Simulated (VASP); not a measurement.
```yaml
crystal:
  lattice:
    - [0.00000, 2.03267, 2.03267]
    - [2.03267, 0.00000, 2.03267]
    - [2.03267, 2.03267, 0.00000]
  atoms:
    - { symbol: Li, position: [0.00000, 0.00000, 0.00000] }
    - { symbol: F, position: [0.50000, 0.50000, 0.50000] }
```

Computed with PW91 GGA, VASP's PBE PAW potentials (set 64) (plane waves; VASP). Numerical set-up: 520 eV cut-off, 11×11×11 Γ-centred mesh, Gaussian smearing of 0.050 eV, potentials Li_sv F.

Q: Give the energy at these volumes per atom, relative to the lowest: 7.84, 8.09, 8.34, 8.59, 8.84 Å³.

A: 8.9, 2.5, 0.0, 0.7, 4.3 meV/atom. A third-order Birch-Murnaghan fit gives B0 = 67.8 GPa and B0′ = 4.4.

The compound is LiF in the rock salt structure. It was relaxed first.
